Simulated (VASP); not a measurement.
Wanted: an ASE script for a VASP 6.6.1 run.

| Quantity | Value |
| --- | --- |
| Task | single point |
| Functional | PBE |
| Potentials or basis | VASP PAW PBE potentials, release 64 (Se, Zn, Ca_sv) |
| Cutoff | 520 eV |
| k mesh | 4 × 4 × 4 |
| Occupations | gaussian, width 0.05 eV |
| Spin | no spin polarisation |
| Further INCAR settings | ALGO = Normal; EDIFF = 1.00e-06 |

The structure of Ca3ZnSe4 lies in Ca3ZnSe4.cif:

```cif
data_Ca3ZnSe4
_cell_length_a 6.38183500
_cell_length_b 6.38183500
_cell_length_c 6.38183500
_cell_angle_alpha 90.00000000
_cell_angle_beta 90.00000000
_cell_angle_gamma 90.00000000
_space_group_name_H-M_alt 'P-43m'
_space_group_name_Hall 'P -4 2 3'
_space_group_IT_number 215
loop_
_space_group_symop_operation_xyz
'x,y,z'
'y,-x,-z'
'-x,-y,z'
'-y,x,-z'
'x,-y,-z'
'y,x,z'
'-x,y,-z'
'-y,-x,z'
'z,x,y'
'-z,y,-x'
'z,-x,-y'
'-z,-y,x'
'-z,x,-y'
'z,y,x'
'-z,-x,y'
'z,-y,-x'
'y,z,x'
'-x,-z,y'
'-y,z,-x'
'x,-z,-y'
'-y,-z,x'
'x,z,y'
'y,-z,-x'
'-x,z,-y'
loop_
_atom_site_label
_atom_site_type_symbol
_atom_site_symmetry_multiplicity
_atom_site_Wyckoff_symbol
_atom_site_fract_x
_atom_site_fract_y
_atom_site_fract_z
_atom_site_occupancy
Se1 Se 4 e 0.2300930000 0.2300930000 0.2300930000 1
Zn1 Zn 1 a 0.0000000000 0.0000000000 0.0000000000 1
Ca1 Ca 3 c 0.5000000000 0.0000000000 0.5000000000 1
```

The cell comes from a database or a generator and needn't be the stable form of this composition.

The input as run:

run.py

```python
from ase.calculators.vasp import Vasp
from ase.dft.bandgap import bandgap
from ase.io import read

atoms = read('Ca3ZnSe4.cif', primitive_cell=True, subtrans_included=False)
calc = Vasp(
    directory='calc',
    xc='pbe',
    pp='PBE',
    setups='recommended',
    prec='Accurate',
    encut=520,
    ediff=1e-06,
    ismear=0,
    sigma=0.05,
    lreal=False,
    lasph=True,
    nelm=60,
    algo='Normal',
    isif=2,
    lwave=False,
    lcharg=False,
    kpts=[4, 4, 4],
    gamma=True,
)
atoms.calc = calc

print('energy (eV):', atoms.get_potential_energy())
print('free energy (eV):', atoms.get_potential_energy(force_consistent=True))
print('forces (eV/A):')
print(atoms.get_forces())
print('stress (eV/A^3, Voigt):', atoms.get_stress())
print('Fermi level (eV):', calc.get_fermi_level())
gap, top, bottom = bandgap(calc)
print('band gap (eV):', gap, 'from (spin, k, band)', top, 'to', bottom)
```

Potentials or basis: VASP PAW PBE potentials, release 64 (Se, Zn, Ca_sv).

The run is started by

```bash
$ python run.py
```

Results of the run:

- Pressure: 0.0 GPa
- Largest force: 0.027 eV/Å
- Band gap on the k mesh: 2.04 eV, indirect (least direct gap 2.10 eV)

Wall time 72 s on 1 thread of AMD EPYC 9R45 96-Core Processor (Zen 5) (shared host), peak memory 0.34 GiB.
